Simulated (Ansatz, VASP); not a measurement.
# Cross-check of C (Graphite) between VASP and Ansatz, part 2 of 2

One calculation is typed for both programs; each brings its own data sets. How far apart do they land? The cell is taken from a series of runs on this material, whose earlier steps may have relaxed, scaled, displaced or heated it; both programs get it as it stands.

VASP 6.6.1 and Ansatz 0.2.0.

So far: Set-up; Ansatz: zone-centre phonons, PBE; VASP: zone-centre phonons, PBE.

## 3. VASP: zone-centre phonons, PBE (continued)

Level of this step: PBE; plane waves and PAW (C) (VASP).

Numbers of over 12 decimals in the logs are rounded to 6 here.

Parts of OUTCAR (step 3):

```text
ion  position               nearest neighbor table
   1  0.000  0.000  0.750-   3 1.42   3 1.42   3 1.42
   2  0.000  0.000  0.250-   4 1.42   4 1.42   4 1.42
   3  0.333  0.667  0.750-   1 1.42   1 1.42   1 1.42
   4  0.667  0.333  0.250-   2 1.42   2 1.42   2 1.42

  LATTYP: Found a hexagonal cell.
 ALAT       =     2.4664951618
 C/A-ratio  =     3.5200855378

 Subroutine GETGRP returns: Found 24 space group operations
 (whereof 12 operations were pure point group operations)

The static configuration has the point symmetry D_3d.
 The point group associated with its full space group is D_6h.

 Found    244 irreducible k-points:

   k-points           NKPTS =    244   k-points in BZ     NKDIM =    244   number of bands    NBANDS=     14

   dimension x,y,z NGX =    20 NGY =   20 NGZ =   70
   dimension x,y,z NGXF=    40 NGYF=   40 NGZF=  140

   ENCUT  =  600.0 eV  44.10 Ry    6.64 a.u.   4.93  4.93 17.34*2*pi/ulx,y,z

   NELECT =      16.0000    total number of electrons

 k-points in reciprocal lattice and weights: Automatic mesh
   0.00000000  0.00000000  0.00000000       0.000
   0.04166667  0.00000000  0.00000000       0.002
   0.08333333  0.00000000  0.00000000       0.002
   0.12500000 -0.00000000  0.00000000       0.002
   0.16666667  0.00000000  0.00000000       0.002
   0.20833333 -0.00000000  0.00000000       0.002
   0.25000000 -0.00000000  0.00000000       0.002
   0.29166667  0.00000000  0.00000000       0.002
   0.33333333 -0.00000000  0.00000000       0.002
[...]
0.33333333  0.29166667  0.50000000       0.003
   0.33333333  0.33333333  0.50000000       0.001

 average (electrostatic) potential at core
       1 -52.7831       2 -52.7831       3 -52.7818       4 -52.7818

  Total        0.0396197      0.0396197     -0.0695642     -0.0000000      0.0000000      0.0000000
  in kB        1.3877052      1.3877052     -2.4365304     -0.0000000      0.0000000      0.0000000
  external PRESSURE =       0.1129600 kB  Pullay stress =       0.0000000 kB

  energy-cutoff  :      600.00
  volume of cell :       45.74
      direct lattice vectors                 reciprocal lattice vectors
     2.466495162  0.000000000  0.000000000     0.405433595  0.234077195  0.000000000
    -1.233247581  2.136047468  0.000000000     0.000000000  0.468154390  0.000000000
     0.000000000  0.000000000  8.682273948     0.000000000  0.000000000  0.115177200

 POSITION                                       TOTAL-FORCE (eV/Angst)
 -----------------------------------------------------------------------------------
      0.00000      0.00000      6.51171        -0.000000      0.000000      0.000000
      0.00000      0.00000      2.17057         0.000000     -0.000000      0.000000
     -0.00000      1.42403      6.51171        -0.000000     -0.000000     -0.000000
      1.23325      0.71202      2.17057         0.000000      0.000000     -0.000000
 -----------------------------------------------------------------------------------
    total drift:                                0.000000     -0.000000     -0.000000

 Eigenvectors and eigenvalues of the dynamical matrix
 ----------------------------------------------------

   1 f  =   46.210791 THz   290.350962 2PiTHz 1541.426062 cm-1   191.112389 meV
             X         Y         Z           dx          dy          dz
      0.000000  0.000000  6.511705    -0.500092    0.000000   -0.000000
      0.000000  0.000000  2.170568    -0.500092    0.000000   -0.000000
     -0.000000  1.424032  6.511705     0.499908   -0.000000   -0.000000
      1.233248  0.712016  2.170568     0.499908   -0.000000    0.000000

   2 f  =   46.210791 THz   290.350962 2PiTHz 1541.426062 cm-1   191.112389 meV
             X         Y         Z           dx          dy          dz
      0.000000  0.000000  6.511705    -0.000000   -0.500092   -0.000000
      0.000000  0.000000  2.170568    -0.000000   -0.500092    0.000000
     -0.000000  1.424032  6.511705     0.000000    0.499908   -0.000000
      1.233248  0.712016  2.170568     0.000000    0.499908    0.000000

   3 f  =   46.160298 THz   290.033708 2PiTHz 1539.741814 cm-1   190.903569 meV
             X         Y         Z           dx          dy          dz
      0.000000  0.000000  6.511705    -0.500076    0.000000    0.000000
      0.000000  0.000000  2.170568     0.500076   -0.000000   -0.000000
     -0.000000  1.424032  6.511705     0.499924   -0.000000    0.000000
      1.233248  0.712016  2.170568    -0.499924    0.000000   -0.000000

   4 f  =   46.160298 THz   290.033708 2PiTHz 1539.741814 cm-1   190.903569 meV
             X         Y         Z           dx          dy          dz
      0.000000  0.000000  6.511705    -0.000000   -0.500076   -0.000000
      0.000000  0.000000  2.170568     0.000000    0.500076   -0.000000
     -0.000000  1.424032  6.511705     0.000000    0.499924    0.000000
      1.233248  0.712016  2.170568    -0.000000   -0.499924   -0.000000

   5 f  =   26.108944 THz   164.047333 2PiTHz  870.900627 cm-1   107.977867 meV
             X         Y         Z           dx          dy          dz
      0.000000  0.000000  6.511705     0.000000    0.000000   -0.500052
      0.000000  0.000000  2.170568    -0.000000    0.000000   -0.500052
     -0.000000  1.424032  6.511705    -0.000000   -0.000000    0.499948
      1.233248  0.712016  2.170568    -0.000000    0.000000    0.499948

   6 f  =   26.103557 THz   164.013485 2PiTHz  870.720931 cm-1   107.955588 meV
             X         Y         Z           dx          dy          dz
      0.000000  0.000000  6.511705     0.000000    0.000000   -0.500019
      0.000000  0.000000  2.170568    -0.000000   -0.000000    0.500019
     -0.000000  1.424032  6.511705    -0.000000   -0.000000    0.499981
      1.233248  0.712016  2.170568    -0.000000   -0.000000   -0.499981

   7 f  =    0.797570 THz     5.011279 2PiTHz   26.604065 cm-1     3.298482 meV
             X         Y         Z           dx          dy          dz
      0.000000  0.000000  6.511705     0.000000    0.000000   -0.499981
      0.000000  0.000000  2.170568    -0.000000   -0.000000    0.499981
     -0.000000  1.424032  6.511705     0.000000    0.000000   -0.500019
      1.233248  0.712016  2.170568    -0.000000   -0.000000    0.500019

   8 f  =    0.309957 THz     1.947519 2PiTHz   10.339063 cm-1     1.281880 meV
             X         Y         Z           dx          dy          dz
      0.000000  0.000000  6.511705    -0.499623    0.017353    0.000000
      0.000000  0.000000  2.170568     0.499623   -0.017353    0.000000
     -0.000000  1.424032  6.511705    -0.499774    0.017359    0.000000
      1.233248  0.712016  2.170568     0.499774   -0.017359    0.000000

   9 f  =    0.309957 THz     1.947519 2PiTHz   10.339063 cm-1     1.281880 meV
             X         Y         Z           dx          dy          dz
      0.000000  0.000000  6.511705    -0.017353   -0.499623   -0.000000
      0.000000  0.000000  2.170568     0.017353    0.499623   -0.000000
     -0.000000  1.424032  6.511705    -0.017359   -0.499774   -0.000000
      1.233248  0.712016  2.170568     0.017359    0.499774   -0.000000

  10 f/i=    0.002730 THz     0.017153 2PiTHz    0.091061 cm-1     0.011290 meV
             X         Y         Z           dx          dy          dz
      0.000000  0.000000  6.511705    -0.000000    0.000000   -0.499948
      0.000000  0.000000  2.170568    -0.000000    0.000000   -0.499948
     -0.000000  1.424032  6.511705    -0.000000    0.000000   -0.500052
      1.233248  0.712016  2.170568    -0.000000    0.000000   -0.500052

  11 f/i=    0.008516 THz     0.053510 2PiTHz    0.284078 cm-1     0.035221 meV
             X         Y         Z           dx          dy          dz
      0.000000  0.000000  6.511705    -0.016853   -0.499624   -0.000000
      0.000000  0.000000  2.170568    -0.016853   -0.499624   -0.000000
     -0.000000  1.424032  6.511705    -0.016859   -0.499808   -0.000000
      1.233248  0.712016  2.170568    -0.016859   -0.499808   -0.000000

  12 f/i=    0.008516 THz     0.053510 2PiTHz    0.284078 cm-1     0.035221 meV
             X         Y         Z           dx          dy          dz
      0.000000  0.000000  6.511705    -0.499624    0.016853    0.000000
      0.000000  0.000000  2.170568    -0.499624    0.016853    0.000000
     -0.000000  1.424032  6.511705    -0.499808    0.016859    0.000000
      1.233248  0.712016  2.170568    -0.499808    0.016859    0.000000

 ELASTIC MODULI CONTR FROM IONIC RELAXATION (kBar)
 Direction    XX          YY          ZZ          XY          YZ          ZX
 --------------------------------------------------------------------------------
 XX        -132.5910    132.5910     -0.0000      0.0000     -0.0000      0.0000
 YY         132.5910   -132.5910      0.0000     -0.0000      0.0000      0.0000
 ZZ          -0.0000      0.0000     -0.0000     -0.0000     -0.0000      0.0000
 XY           0.0000     -0.0000     -0.0000   -132.5910     -0.0000      0.0000
 YZ          -0.0000      0.0000     -0.0000     -0.0000     -0.0000      0.0000
 ZX           0.0000      0.0000      0.0000      0.0000      0.0000      0.0000
 --------------------------------------------------------------------------------
```

Energies printed during the response cycles are not total energies of the cell.

## 4. Side by side

Known differences besides the potentials themselves: the cutoff is 420 eV in Ansatz and 600 eV in VASP. Total energies have different zeros and are not compared.

The two programs side by side:

```csv
quantity,Ansatz,VASP,difference
optical mode 1 to 2 (cm⁻¹),6.7,10.3,-3.7
optical mode 3 (cm⁻¹),23.5,26.6,-3.1
optical mode 4 (cm⁻¹),871.9,870.7,+0.14 %
optical mode 5 (cm⁻¹),872.1,870.9,+0.14 %
optical mode 6 to 7 (cm⁻¹),1536.1,1539.7,-0.23 %
optical mode 8 to 9 (cm⁻¹),1536.2,1541.4,-0.34 %
```

Modes are paired by rising frequency, not by their patterns, so a pair may set unlike modes beside each other; they are those without the splitting of longitudinal modes.

## 5. Results

```
r.m.s. difference of the optical zone-centre modes, each program's sorted by frequency (zone-centre phonons, PBE) : 3.6 cm⁻¹
```

What this shows: The r.m.s. difference of the optical zone-centre modes, each program's sorted by frequency is 3.6 cm⁻¹ (zone-centre phonons, PBE). 1 further run of this series is not shown here. How closely two codes agree says nothing of how well the functional describes the real material.

[Lines on the potential files, build, host, timing and source positions are cut from VASP's logs without a mark.]

[Logs are printed without paths, hosts, clocks, repeated set-up lines and the standing remarks that a program may print on its own settings, such as how far it seeks lower states.]

[Hosts, paths, dates, database ids (printed as entryN), source tags and the programs' standing remarks are cut or masked in the printed files.]
